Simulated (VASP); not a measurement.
```
CELL_PARAMETERS angstrom
      4.43337     0.00000     0.00000
      0.00000     4.43337     0.00000
      0.00000     0.00000     3.08028
ATOMIC_POSITIONS crystal
  Zn 0.00000 0.00000 0.00000
  Zn 0.50000 0.50000 0.50000
  F  0.30305 0.30305 0.00000
  F  0.80305 0.19695 0.50000
  F  0.19695 0.80305 0.50000
  F  0.69695 0.69695 0.00000
```

All values below come from PBE GGA, VASP's PBE PAW potentials (set 64) (plane waves; VASP). Settings: 620 eV cut-off, 5×5×7 Γ-centred mesh, Gaussian smearing of 0.050 eV, potentials Zn F.

Question: Estimate the energy per atom (σ→0), pressure, band gap (on the k-mesh) with the smallest direct gap where there is one.

Answer: 
The band gap (on the k-mesh) is 3.66 eV and the smallest direct gap (on the k-mesh) comes out as 3.66 eV. The energy per atom (σ→0) is -3.702 eV/atom and the pressure is 29.95 GPa.

The compound is ZnF2 in the rutile structure. It was relaxed first under an external pressure of 30 GPa.
